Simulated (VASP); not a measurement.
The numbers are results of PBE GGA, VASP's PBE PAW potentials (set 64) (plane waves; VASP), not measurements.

Input for VASP

**INCAR**
```
# general
SYSTEM  = AlCo
PREC    = Accurate
ENCUT   = 300
LREAL   = .False.
LASPH   = .True.

# electronic loop
EDIFF   = 1E-05
NELM    = 100
ALGO    = Normal
LMAXMIX = 4

# smearing
ISMEAR  = 0
SIGMA   = 0.2

# functional
GGA     = PE

# ions
ISIF    = 2

# output
LWAVE   = .False.
LCHARG  = .False.

# other
LDIPOL  = .True.
IDIPOL  = 3
DIPOL   = 0.5 0.5 0.5
```

**POSCAR**
```
AlCo
1
    2.8562820000     0.0000000000     0.0000000000
    0.0000000000     2.8562820000     0.0000000000
    0.0000000000     0.0000000000    22.0100000000
Al Co
4 4
Direct
  0.5000000000   0.5000000000   0.2726030000
  0.5000000000   0.5000000000   0.4025440000
  0.5000000000   0.5000000000   0.5324850000
  0.5000000000   0.5000000000   0.6624260000
  0.0000000000   0.0000000000   0.3375740000
  0.0000000000   0.0000000000   0.4675150000
  0.0000000000   0.0000000000   0.5974560000
  0.0000000000   0.0000000000   0.7273970000
```

File KPOINTS:
```
Automatic mesh
0
Gamma
  15 15 1
0 0 0
```

POTCAR, in this order: Al Co (PBE.64 set). Program: vasp_std.

The cell holds a wide vacuum, so values per volume refer to the whole cell.

What does the run give for the energy per atom (σ→0), largest force, band gap (on the k-mesh)?

- energy per atom (σ→0) = -5.605 eV/atom
- band gap (on the k-mesh) = none (metal, semimetal or under 0.01 eV)
- largest force = 0.01560 Ha/bohr

File OSZICAR:
```
...
DAV:  25    -0.449164017281E+02    0.14456E-04   -0.32124E-04  2180   0.167E-01    0.206E-01
DAV:  26    -0.449163301196E+02    0.71609E-04   -0.67109E-05  2608   0.660E-02    0.172E-01
DAV:  27    -0.449162909199E+02    0.39200E-04   -0.28311E-04  2916   0.170E-01    0.127E-01
DAV:  28    -0.449162980219E+02   -0.71020E-05   -0.13443E-04  2645   0.123E-01    0.121E-01
DAV:  29    -0.449162523323E+02    0.45690E-04   -0.71558E-05  1964   0.889E-02    0.105E-01
DAV:  30    -0.449162307169E+02    0.21615E-04   -0.55840E-05  1577   0.541E-02    0.101E-01
DAV:  31    -0.449162252021E+02    0.55148E-05   -0.84720E-06  1169   0.328E-02
   1 F= -.44916225E+02 E0= -.44837358E+02  d E =-.157735E+00
```

The cell is a sheet with vacuum, built from a generated structure. The run is not spin-polarised, so no magnetic state was tried.
